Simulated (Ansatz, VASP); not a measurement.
# Cross-check of TiGe (wurtzite type (invented)) between VASP and Ansatz

Aim: how closely do two programs agree when they are given the same cell, functional and k mesh? The cell is generated by rule, not measured, and may not be a known phase. The cell is taken from a series of runs on this material, whose earlier steps may have relaxed, scaled, displaced or heated it; both programs get it as it stands.

Calculated with Ansatz 0.2.0; plane waves, with VASP 6.6.1 beside it; relaxation of cell and atoms at PBE.

## Step 1: The structure

The structure is hexagonal, space group P6_3/mmc (No. 194). Conventional cell: a = 4.450 Å, b = 4.450 Å, c = 5.075 Å, α = 90.00°, β = 90.00°, γ = 120.00°. Nearest to Ti lie 5 Ge at 2.54 to 2.57 Å. Nearest to Ge lie 5 Ti at 2.54 to 2.57 Å. Farther neighbours are not listed. That group holds within 0.01 Å; judged at 0.001 Å it is P6_3mc (No. 186).

Structure file:

```cif
data_structure
_symmetry_space_group_name_H-M 'P 1'
_symmetry_Int_Tables_number 1
_cell_length_a 4.4505
_cell_length_b 4.4505
_cell_length_c 5.0745
_cell_angle_alpha 90.000
_cell_angle_beta 90.000
_cell_angle_gamma 120.000
_cell_volume 87.04
loop_
_atom_site_label
_atom_site_type_symbol
_atom_site_fract_x
_atom_site_fract_y
_atom_site_fract_z
_atom_site_occupancy
Ti1 Ti 0.33333 0.66667 0.93763 1
Ti2 Ti 0.66667 0.33333 0.43763 1
Ge3 Ge 0.33333 0.66667 0.43737 1
Ge4 Ge 0.66667 0.33333 0.93737 1
```

## Step 2: Ansatz: relaxation of cell and atoms, PBE

Ansatz runs on its default PAW (the set named soft_2) files.

The relaxed volume is the usual yardstick between codes: in a stiff, nearly cubic crystal its relative difference is about their pressure difference at one cell divided by the bulk modulus.

Contents of input.yaml:

```yaml
crystal:
  lattice:
    - [4.4504764543, 0.0, 0.0]
    - [-2.2252382271, 3.8542256683, 0.0]
    - [0.0, 0.0, 5.0745481996]
  atoms:
    - { symbol: Ti, position: [0.3333333333, 0.6666666667, -0.0623673916] }
    - { symbol: Ti, position: [0.6666666667, 0.3333333333, 0.4376326084] }
    - { symbol: Ge, position: [0.3333333333, 0.6666666667, 0.4373673916] }
    - { symbol: Ge, position: [0.6666666667, 0.3333333333, 0.9373673916] }
kpoints:
  mp_grid: { grid: [12, 12, 8] }
hamiltonian:
  xc: pbe
scf:
  occupations: { method: gaussian, width: 0.1 }
output:
  forces: true
  stress: true
  eigenvalues: true
  write_density: true
  write_potential: true
  elf: true
  volumetric_format: npy
relax:
  adjacent_minimum: "off"
  f_tol: 0.005
  max_steps: 80
  cell: { stress_tol: 0.05 }
```

On the command line:

```
$ ansatz run input.yaml --threads 2 --pin off --max-ram 5120MiB --backend cpu --events-out ev --progress --plain --runs-dir out
```

Numbers of over 12 decimals in the logs are rounded to 6 here.

Output:

```text
Engine: ansatz 0.2.0, aarch64-unknown-linux-gnu
Pseudopotentials: kind: paw
Pseudopotential: Ti, paw, valence charge 12, recommended cutoff 420 eV (normal), Ti.paw.azcp
Pseudopotential: Ge, paw, valence charge 14, recommended cutoff 420 eV (normal), Ge.paw.azcp
Functional definition: PBE
  parameter kappa = 0.804
  parameter beta = 0.066725
  exchange = pbe_x(kappa = kappa, mu = beta*pi^2/3)
  correlation = pbe_c(beta = beta)
Crystal: 4 atoms, lattice volume = 87.044 Å³
Basis set: ecut = 420 eV, 1739 PW (Γ), exchange–correlation on 60×60×72 points (8 copies of the dense FFT grid, shifted against one another)
Bands: 32, of which v1, the nominal top of the filled ones, is band 26 counted from 1 (25 counted from 0)
Symmetry: 12 space group operations
Space group: P63mc (ITA 186), of the structure as read, at distance tolerance 4.4e-5 Å
k-points: 95 of 1152 (time reversal used)
Non-local potential: Ti, projectors of the file, l = 0: 3, l = 1: 2, l = 2: 3, l = 3: 1
Non-local potential: Ge, projectors of the file, l = 0: 2, l = 1: 2, l = 2: 3, l = 3: 1
PAW form: soft (Blöchl's): semilocal exchange-correlation on the pseudo side does not see the compensation charge
PAW one-centre angular grid: Ti, 590 points (default); XC on 64 Gauss nodes
PAW one-centre angular grid: Ge, 590 points (default); XC on 64 Gauss nodes
Initial density: superposition of atomic densities (neutral atoms: chi_scale 0, normalization atom), corrected by the library's trained network
Initial wavefunctions: pseudopotential atomic-orbital guess
Functional: x = pbe(κ = 0.804, μ = 0.219515), c = pbe(β = 0.066725)
SCF iter   1: F=—  HF=-13589.935509 eV  |F-HF|=—  |Δ(HF+E_count)|=         —  Δρ=5.74e-3  dr2=2.66e-2  ethr=1.77e-3  ⟨swp⟩=5.3  Hψ=12209  notcnv=0
preconditioner: auto → LDOS  [metal: Δε(μ)=0.052 eV  Ē_g=16.002 eV  σ=0.100 eV  W_gap=0.28  n_scr=22 (ndim 8)  ℏωp=23.9 eV  f_vac=0.053  D(μ)=0.92/eV (n_scr^D=2)  β→1.0]
SCF iter   2: F=—  HF=-13589.935016 eV  |F-HF|=—  |Δ(HF+E_count)|=   4.93e-4  Δρ=5.64e-3  dr2=3.30e-2  ethr=5.11e-5  ⟨swp⟩=2.1  Hψ=6683  notcnv=0  defer=141
SCF iter   3: F=—  HF=-13589.928373 eV  |F-HF|=—  |Δ(HF+E_count)|=   6.64e-3  Δρ=2.19e-3  dr2=5.46e-3  ethr=5.11e-5  ⟨swp⟩=2.1  Hψ=5476  notcnv=0  defer=141
SCF iter   4: F=—  HF=-13589.927261 eV  |F-HF|=—  |Δ(HF+E_count)|=   1.11e-3  Δρ=3.23e-4  dr2=1.18e-4  ethr=1.05e-5  ⟨swp⟩=2.0  Hψ=3488  notcnv=0  defer=141
SCF iter   5: F=—  HF=-13589.927245 eV  |F-HF|=—  |Δ(HF+E_count)|=   1.54e-5  Δρ=2.34e-5  dr2=3.03e-7  ethr=2.27e-7  ⟨swp⟩=2.0  Hψ=3611  notcnv=0  defer=141
SCF iter   6: F=—  HF=-13589.927194 eV  |F-HF|=—  |Δ(HF+E_count)|=   5.14e-5  Δρ=9.85e-6  dr2=7.00e-8  ethr=1.92e-10  ⟨swp⟩=11.6  Hψ=20564  notcnv=0
SCF iter   7: F=-13589.927194 eV  HF=-13589.927194 eV  |F-HF|=3.66e-9  |Δ(HF+E_count)|=   3.15e-8  Δρ=2.71e-6  dr2=4.07e-9  ethr=1.35e-10  ⟨swp⟩=5.0  Hψ=16225  notcnv=0
SCF 1 converged in 7 iterations: F = -13589.927194 eV  dr2 = 4.07e-9
  greatest PAW one-centre occupation: 0.999 electrons in one spin orbital (limit 2), on the Ti atom at site 0 (counted from 0), in its partial waves of l = 0
relax step   1: F+E_penalty+E_count = -13589.92719373 eV  Δ(F+E_penalty+E_count) = +0.000e0 eV  max|allowed force component| = 1.216e-2 eV/Å  Δτ_max = 0.0000 Å  P = -0.252 GPa  Ω = 87.044 Å³  (7 SCF iters, dr2 threshold 1.00e-7 eV, accepted)
[...]
relax step   2: F+E_penalty+E_count = -13589.92760728 eV  Δ(F+E_penalty+E_count) = -4.135e-4 eV  max|allowed force component| = 2.152e-3 eV/Å  Δτ_max = 0.0006 Å  P = +0.029 GPa  Ω = 86.781 Å³  energy of the carried Pulay correction = +3.310e-5 eV  (4 SCF iters, dr2 threshold 4.00e-7 eV, accepted)
[...]
relax step   3: F+E_penalty+E_count = -13589.92757701 eV  Δ(F+E_penalty+E_count) = +3.027e-5 eV  max|allowed force component| = 2.155e-3 eV/Å  Δτ_max = 0.0000 Å  P = +0.029 GPa  Ω = 86.781 Å³  stress off target by 3.49e-2 GPa  SCF on the basis re-selected at this cell (its energy is not comparable with the rows above)  (5 SCF iters)
basis re-selected at this cell: Δ(F+E_penalty+E_count) = +3.027e-5 eV, ΔP = +0.000 GPa vs the last step (what re-selecting the basis moved, of the pressure what is left beyond the Pulay correction that the steps carried, after the strain that the cell walked since its last selection, with what the two solves' SCF thresholds leave and, on support functions, any second-order correction that the steps lacked; it is no m [...]
SCF converged after 5 iterations
Free energy (F): -13589.927577 eV
Harris-Foulkes:  -13589.927577 eV  (|F-HF|=1.46e-11)
Internal energy: -13589.922592 eV  (E = F + TS)
E sigma→0 (E₀):  -13589.925084 eV
Entropy (-TS):   -0.004985 eV (-1.246 meV/atom)
Fermi energy:    8.956660 eV
--- Per-component energies (eV) ---
  E_band       = -681.736390
  E_kinetic    = 766.903367
  E_local      = -7116.817189  (includes V_loc(G=0)·N_el)
  E_nonlocal   = 853.075400
  E_hartree    = 3076.614316
  E_xc         = -346.281082
  E_vxc        = -373.276637  (∫ρ·V_xc dr)
  E_paw        = -6133.307038  (= ΣΔE_a)
  E_vpaw       = -964.851139  (= ΣTr[D̂ρ^β])
  E_aug_tail   = 0.000994  (compensation charges beyond the density's cutoff)
  E_ewald      = -4690.111358
  E_smearing   = -0.004985  (= −TS)
  E_closure    = -0.000000  (closes the sum)
  Σ components = -13589.927577   (vs F -13589.927577, Δ=0.00e0)
--- Forces (eV/Å), atoms counted from 1 ---
  atom   1  Ti    -0.00000000    -0.00000000    -0.00215533
  atom   2  Ti    -0.00000000     0.00000000    -0.00215533
  atom   3  Ge     0.00000000    -0.00000000     0.00215495
  atom   4  Ge     0.00000000     0.00000000     0.00215495
  max |Σ_I F_I| component: 7.48e-7 eV/Å
--- Stress (GPa, compression-positive) ---
        0.034923       0.000000      -0.000000
        0.000000       0.034923      -0.000000
        0.000000      -0.000000       0.016485
  P = ⅓ Tr σ = 0.0288 GPa (0.288 kbar)
--- Band table (eV; the first three rows and the last of 95) ---
  k-point 0: bands = [... 22 lower, 7.2473, 7.7350, 7.7350, 9.2085, 9.2085, 9.8198, 10.5542, 10.5542, ... 2 higher]
  k-point 1: bands = [... 22 lower, 7.2231, 7.6384, 7.6384, 9.3551, 9.3551, 9.5246, 10.5862, 10.5862, ... 2 higher]
  k-point 2: bands = [... 22 lower, 7.1722, 7.4444, 7.4444, 8.7607, 9.6887, 9.6887, 10.6268, 10.6268, ... 2 higher]
  k-point 94: bands = [... 22 lower, 6.9579, 6.9579, 8.2017, 8.2017, 9.3967, 9.3967, 10.4747, 10.4747, ... 2 higher]
--- Relaxed structure (2 steps of the walk, 2 accepted, 1 SCFs on fresh bases) ---
  F+E_penalty+E_count = -13589.92757701 eV   max|allowed force component| = 2.155e-3 eV/Å   (the final SCF, on the basis selected at the relaxed cell)
  cell:  # Å, volume = 86.7812 Å³
    - [4.448690, -2.8855980548363816e-11, 0]
    - [-2.224345, 3.852679, 0]
    - [0.0, 0, 5.063264]
  atoms:
    - { symbol: Ti, position: [0.333333, 0.666667, -0.062477] }
    - { symbol: Ti, position: [0.666667, 0.333333, 0.437523] }
    - { symbol: Ge, position: [0.333333, 0.666667, 0.437477] }
    - { symbol: Ge, position: [0.666667, 0.333333, 0.937477] }
```

In the SCF lines HF is the Harris–Foulkes energy and dr2 the Hartree energy of the density residual, in eV; the loop may stop once dr2 is under the threshold and the program's other checks hold. Hψ counts applications of the Hamiltonian.

## Step 3: VASP: relaxation of cell and atoms, PBE

The same cell, functional, mesh and smearing now go to VASP, with its own data sets.

Lines of VASP's logs that name or quote its potential files are left out, and so is its time.

Contents of INCAR:

```
SYSTEM = TiGe
PREC = Accurate
ENCUT = 500
EDIFF = 1E-07
NELM = 120
ISMEAR = 0
SIGMA = 0.1
LREAL = .FALSE.
ALGO = Normal
GGA = PE
NBANDS = 32
LASPH = .TRUE.
LORBIT = 11
LWAVE = .FALSE.
LCHARG = .FALSE.
ISIF = 3
IBRION = 2
NSW = 80
EDIFFG = -0.005
GGA_COMPAT = .FALSE.
NELMIN = 4
KPAR = 2
```

Contents of POSCAR:

```
TiGe
1.0
    4.4504760000      0.0000000000      0.0000000000
   -2.2252380000      3.8542260000      0.0000000000
    0.0000000000      0.0000000000      5.0745480000
Ti Ge
2 2
Direct
    0.3333333333      0.6666666667      0.9376326719
    0.6666666667      0.3333333333      0.4376326719
    0.3333333333      0.6666666667      0.4373674266
    0.6666666667      0.3333333333      0.9373674266
```

Contents of KPOINTS:

```
Automatic mesh
0
Gamma
12 12 8
0 0 0
```

Potentials, in the order of the species: Ti_sv and Ge_d (PBE family, release 64).

On the command line:

```
$ mpirun -np 2 vasp_std
```

Output:

```text
[banner, memory and clock lines left out]
running    2 mpi-ranks, on    1 nodes
 distrk:  each k-point on    1 cores,    2 groups
 distr:  one band on    1 cores,    1 groups

 POSCAR found type information on POSCAR TiGe
 POSCAR found :  2 types and       4 ions
 LDA part: xc-table for (Slater+PW92), standard interpolation
 POSCAR, INCAR and KPOINTS ok, starting setup
 FFT: planning ... GRIDC
 FFT: planning ... GRID_SOFT
 FFT: planning ... GRID
 WAVECAR not read
 entering main loop
       N       E                     dE             d eps       ncg     rms          rms(c)
DAV:   1     0.565707252931E+03    0.56571E+03   -0.26598E+04  7056   0.351E+03
DAV:   2     0.698315511566E+02   -0.49588E+03   -0.48599E+03  6088   0.804E+02
DAV:   3    -0.198718233035E+02   -0.89703E+02   -0.88790E+02  8480   0.223E+02
DAV:   4    -0.295698788248E+02   -0.96981E+01   -0.96478E+01  9368   0.672E+01
DAV:   5    -0.301578418149E+02   -0.58796E+00   -0.58787E+00  8472   0.126E+01    0.151E+01
DAV:   6    -0.258860488911E+02    0.42718E+01   -0.48368E+01  7864   0.417E+01    0.607E+00
DAV:   7    -0.253501370739E+02    0.53591E+00   -0.80649E+00  7792   0.199E+01    0.286E+00
DAV:   8    -0.253268841830E+02    0.23253E-01   -0.73711E-01  8600   0.594E+00    0.108E+00
DAV:   9    -0.253185912578E+02    0.82929E-02   -0.12276E-01  7824   0.243E+00    0.359E-01
DAV:  10    -0.253203052695E+02   -0.17140E-02   -0.92971E-03  8776   0.707E-01    0.930E-02
DAV:  11    -0.253202001116E+02    0.10516E-03   -0.22066E-03  8832   0.301E-01    0.557E-02
DAV:  12    -0.253201978691E+02    0.22425E-05   -0.33920E-04  8848   0.112E-01    0.129E-02
DAV:  13    -0.253201982528E+02   -0.38371E-06   -0.22338E-05  7408   0.462E-02    0.307E-03
DAV:  14    -0.253201991996E+02   -0.94678E-06   -0.23258E-06  8424   0.125E-02    0.212E-03
DAV:  15    -0.253201994193E+02   -0.21974E-06   -0.14099E-07  5736   0.279E-03    0.893E-04
DAV:  16    -0.253201993633E+02    0.55961E-07   -0.88637E-08  5016   0.246E-03
   1 F= -.25320199E+02 E0= -.25317682E+02  d E =-.253202E+02
[...]
2 F= -.25320306E+02 E0= -.25317791E+02  d E =-.106425E-03
[...]
3 F= -.25320497E+02 E0= -.25317980E+02  d E =-.297432E-03
[...]
4 F= -.25320496E+02 E0= -.25317980E+02  d E =-.297118E-03
[...]
5 F= -.25320498E+02 E0= -.25317980E+02  d E =-.117116E-05
 trial-energy change:   -0.000001  1 .order   -0.000003   -0.000014    0.000007
 step:   0.4595(harm=  0.6086)  dis= 0.00014  next Energy=   -25.320500 (dE=-0.314E-05)
 bond charge predicted
       N       E                     dE             d eps       ncg     rms          rms(c)
DAV:   1    -0.253205266280E+02   -0.28924E-04   -0.93853E-04  7688   0.408E-01    0.412E-02
DAV:   2    -0.253205044465E+02    0.22182E-04   -0.19896E-04  7536   0.124E-01    0.157E-02
DAV:   3    -0.253204991554E+02    0.52910E-05   -0.24313E-05  8392   0.416E-02    0.839E-03
DAV:   4    -0.253204982594E+02    0.89603E-06   -0.76732E-06  9200   0.178E-02    0.441E-03
DAV:   5    -0.253204984618E+02   -0.20245E-06   -0.50957E-07  6080   0.575E-03    0.350E-03
DAV:   6    -0.253204991401E+02   -0.67825E-06   -0.46447E-07  7232   0.468E-03    0.516E-04
DAV:   7    -0.253204992375E+02   -0.97405E-07   -0.65033E-08  3728   0.173E-03
   6 F= -.25320499E+02 E0= -.25317982E+02  d E =-.275592E-05
 curvature:  -0.23 expect dE=-0.119E-05 dE for cont linesearch -0.679E-08
 trial: gam= 0.30027 g(F)=  0.272E-05 g(S)=  0.242E-05 ort = 0.661E-06 (trialstep = 0.823E+00)
 search vector abs. value=  0.688E-05
 reached required accuracy - stopping structural energy minimisation
```

Parts of OUTCAR (step 3):

```text
ion  position               nearest neighbor table
   1  0.333  0.667  0.938-   3 2.54   3 2.54   4 2.57   4 2.57   4 2.57
   2  0.667  0.333  0.438-   4 2.54   4 2.54   3 2.57   3 2.57   3 2.57
   3  0.333  0.667  0.437-   1 2.54   1 2.54   2 2.57   2 2.57   2 2.57
   4  0.667  0.333  0.937-   2 2.54   2 2.54   1 2.57   1 2.57   1 2.57

  LATTYP: Found a hexagonal cell.
 ALAT       =     4.4504760000
 C/A-ratio  =     1.1402258994

 Subroutine GETGRP returns: Found 12 space group operations
 (whereof  6 operations were pure point group operations)

The static configuration has the point symmetry C_3v.
 The point group associated with its full space group is C_6v.

 Found     95 irreducible k-points:

   k-points           NKPTS =     95   k-points in BZ     NKDIM =     95   number of bands    NBANDS=     32

   dimension x,y,z NGX =    32 NGY =   32 NGZ =   40
   dimension x,y,z NGXF=    64 NGYF=   64 NGZF=   80

   ENCUT  =  500.0 eV  36.75 Ry    6.06 a.u.   8.11  8.11  9.25*2*pi/ulx,y,z

   NELECT =      52.0000    total number of electrons

 k-points in reciprocal lattice and weights: Automatic mesh
   0.00000000  0.00000000  0.00000000       0.001
   0.08333333  0.00000000  0.00000000       0.005
   0.16666667  0.00000000  0.00000000       0.005
   0.25000000 -0.00000000  0.00000000       0.005
   0.33333333  0.00000000  0.00000000       0.005
   0.41666667  0.00000000  0.00000000       0.005
   0.50000000 -0.00000000  0.00000000       0.003
   0.08333333  0.08333333  0.00000000       0.005
   0.16666667  0.08333333  0.00000000       0.010
[...]
0.33333333  0.25000000  0.50000000       0.010
   0.33333333  0.33333333  0.50000000       0.002

 average (electrostatic) potential at core
       1 -75.9940       2 -75.9940       3 -72.9921       4 -72.9921

 E-fermi :   5.0848

 k-point     1 :       0.0000    0.0000    0.0000
  band No.  band energies     occupation
    ...
     21       2.8081      2.00000
     22       3.3754      2.00000
     23       3.3754      2.00000
     24       3.8616      2.00000
     25       3.8616      2.00000
     26       5.3383      0.00034
     27       5.3383      0.00034
     28       5.9489      0.00000
     29       6.6799      0.00000
     30       6.6799      0.00000
    ...

 k-point     2 :       0.0833    0.0000    0.0000
  band No.  band energies     occupation
    ...
     21       2.8350      2.00000
     22       3.3176      2.00000
     23       3.3727      2.00000
     24       3.7967      2.00000
     25       3.9425      2.00000
     26       5.2627      0.01192
     27       5.3070      0.00168
     28       6.0001      0.00000
     29       6.7074      0.00000
     30       6.7276      0.00000
    ...

 k-point     3 :       0.1667    0.0000    0.0000
  band No.  band energies     occupation
    ...
     22       3.1216      2.00000
     23       3.3853      2.00000
     24       3.7052      2.00000
     25       4.1575      2.00000
     26       5.0588      1.28711
     27       5.2275      0.04361
     28       6.1010      0.00000
     29       6.7762      0.00000
     30       6.8583      0.00000
     31       7.6208      0.00000
    ...

  Total       -0.0083565     -0.0083565     -0.0077916     -0.0000000      0.0000000      0.0000000
  in kB       -0.1542010     -0.1542010     -0.1437772     -0.0000000      0.0000000      0.0000000
  external PRESSURE =      -0.1507264 kB  Pullay stress =       0.0000000 kB

  energy-cutoff  :      500.00
  volume of cell :       86.83
      direct lattice vectors                 reciprocal lattice vectors
     4.448878509  0.000000000  0.000000000     0.224775749  0.129774315  0.000000000
    -2.224439254  3.852842531  0.000000000    -0.000000000  0.259548630  0.000000000
     0.000000000 -0.000000000  5.065408258     0.000000000 -0.000000000  0.197417454

 POSITION                                       TOTAL-FORCE (eV/Angst)
 -----------------------------------------------------------------------------------
     -0.00000      2.56856      4.74902         0.000000      0.000000     -0.003755
      2.22444      1.28428      2.21632        -0.000000      0.000000     -0.003755
     -0.00000      2.56856      2.21592         0.000000      0.000000      0.003755
      2.22444      1.28428      4.74862        -0.000000     -0.000000      0.003755
 -----------------------------------------------------------------------------------
    total drift:                               -0.000000      0.000000     -0.000036

  FREE ENERGIE OF THE ION-ELECTRON SYSTEM (eV)
  ---------------------------------------------------
  free  energy   TOTEN  =       -25.3204992375 eV

  energy  without entropy=      -25.3154653908  energy(sigma->0) =      -25.31798231

 reached required accuracy - stopping structural energy minimisation

 total charge
# of ion       s       p       d       tot
------------------------------------------
    1        2.177   6.106   1.921  10.204
    2        2.177   6.106   1.921  10.204
    3        1.167   1.366   9.994  12.528
    4        1.167   1.366   9.994  12.528
--------------------------------------------------
tot          6.688  14.944  23.832  45.463

[... 3 further parts left out ...]
```

CONTCAR:

```
TiGe
   1.00000000000000
     4.4488785085655183    0.0000000000000000    0.0000000000000000
    -2.2244392542827591    3.8528425310545340    0.0000000000000000
     0.0000000000000000   -0.0000000000000000    5.0654082584431812
  Ti              Ge
     2     2
Direct
     0.3333333332999970    0.6666666667000030    0.9375395036181744
     0.6666666667000030    0.3333333332999970    0.4375395036181743
     0.3333333332999970    0.6666666667000030    0.4374605948818214
     0.6666666667000030    0.3333333332999970    0.9374605948818213
```

## Step 4: Differences

Known differences besides the potentials themselves: the cutoff is 420 eV in Ansatz and 500 eV in VASP; Ansatz adds a Pulay correction to the stress that steers its cell, VASP none. Total energies have different zeros and are not compared.

Both answers:

| quantity | Ansatz | VASP | difference |
| --- | --- | --- | --- |
| volume (Å³) | 86.78 | 86.83 | -0.05 % |
| edge a after relaxation, in the typed setting (Å) | 4.449 | 4.449 | +0.00 % |
| edge c after relaxation, in the typed setting (Å) | 5.063 | 5.065 | -0.04 % |

## Step 5: Results

```json
{
  "difference in volume (relaxation of cell and atoms, PBE)": "-0.051 %"
}
```

**Reading.** The difference in volume is -0.051 % (relaxation of cell and atoms, PBE), within the 1.2 % picked in this series as the mark of a large difference, as far as the stopping tolerances let one tell. 1 further run of this series is not shown here. Such differences can come from data sets, numerical settings and the points named under the comparisons, not from the functional's error against experiment.

[Lines on the potential files, build, host, timing and source positions are cut from VASP's logs without a mark.]

[Logs are printed without paths, hosts, clocks, repeated set-up lines and the standing remarks that a program may print on its own settings, such as how far it seeks lower states.]

[Hosts, paths, dates, database ids (printed as entryN), source tags and the programs' standing remarks are cut or masked in the printed files.]
